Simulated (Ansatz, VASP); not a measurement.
# One calculation of ScHg, two programs

INCAR

```
PREC = Accurate ; ENCUT = 600
EDIFF = 1E-6 ; ISMEAR = -1
SIGMA = 0.05 ; LREAL = F
LASPH = T ; NELM = 80
ALGO = Normal ; ISIF = 3
LWAVE = F ; LCHARG = F
GGA = CA ; IBRION = 2
NSW = 100 ; EDIFFG = -0.002
```

KPOINTS

```
Automatic mesh
0
Gamma
  10 10 10
```

Contents of POSCAR:

```
ScHg
1.0
    3.4800000000      0.0000000000      0.0000000000
    0.0000000000      3.4800000000      0.0000000000
    0.0000000000      0.0000000000      3.4800000000
Sc Hg
1 1
Direct
    0.5000000000      0.5000000000      0.5000000000
    0.0000000000      0.0000000000      0.0000000000
```

Input for Ansatz:

```yaml
crystal:
  lattice:
    - [3.48, 0.0, 0.0]
    - [0.0, 3.48, 0.0]
    - [0.0, 0.0, 3.48]
  atoms:
    - { symbol: Sc, position: [0.5, 0.5, 0.5] }
    - { symbol: Hg, position: [0.0, 0.0, 0.0] }
kpoints:
  mp_grid: { grid: [10, 10, 10] }
scf:
  occupations: { method: fermi_dirac, width: 0.05 }
hamiltonian:
  xc: lda
  pseudopotentials: { kind: paw }
relax:
  f_tol: 0.002
  max_steps: 80
  cell: {}
output:
  forces: true
  stress: true
```

Alike in both runs: task relaxation of cell and atoms; functional LDA; k mesh 10 × 10 × 10; occupations fermi-dirac, width 0.05 eV; no spin polarisation.

|  | VASP | Ansatz |
| --- | --- | --- |
| version | VASP 6.6.1 | Ansatz 0.2.0 |
| potentials or method | VASP PAW LDA potentials, release 64 (Sc_sv, Hg) | PAW with Ansatz's default frozen-core files, scalar-relativistic |
| plane-wave cutoff (eV) | 600 | 420 |
| valence electrons in the cell | 23 | 31 |

VASP gave:

```
relaxed volume (Å³/atom)                                     : 20.23
relaxed cell length with the largest relative difference (Å) : 3.433
energy change over the relaxation (meV/atom)                 : -10
```

**Question.** What did Ansatz give for the same quantities?

**Answer.** Relaxed volume (Å³/atom): 20.11; relaxed cell length with the largest relative difference (Å): 3.426; energy change over the relaxation (meV/atom): -13.

The two sets of potentials don't hold the same shells in valence.

The runs have no spin-orbit coupling, so splittings on Hg are missing. LDA usually gives volumes a few per cent too small. Zero-point motion and thermal expansion aren't in these numbers.
